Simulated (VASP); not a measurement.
Here is the system:

```yaml
crystal:
  lattice:
    - [2.86997, 0.00000, 0.00000]
    - [0.00000, 2.86997, 0.00000]
    - [0.00000, 0.00000, 2.86997]
  atoms:
    - { symbol: Co, position: [0.00000, 0.00000, 0.00000], spin: 3.0 }
    - { symbol: Ge, position: [0.50000, 0.50000, 0.50000] }
```

These are PBE GGA + U (Dudarev), VASP's PBE PAW potentials (set 64) (plane waves; VASP) values and carry that method's errors. Run with 400 eV cut-off, 11×11×11 Γ-centred mesh, first-order Methfessel-Paxton smearing of 0.10 eV, potentials Co Ge_d, U − J: Co 1.00 eV.

Problem. Give the stress tensor in GPa (positive for a compressed cell).

Solution. 
```
9.89  0.00  0.00
0.00  9.89  0.00
0.00  0.00  9.89
```
The pressure is its mean diagonal, 9.89 GPa.

The structure was generated: CoGe was put into the CsCl type (Pm-3m), which need not be its known phase. The cell was not relaxed at this level. The run is one of a series of settings (LDAU = .TRUE., LDAUJ = 0 0, LDAUL = 2 -1, LDAUTYPE = 2, LDAUU = 1.0 0 against the base run), some of them coarse on purpose.
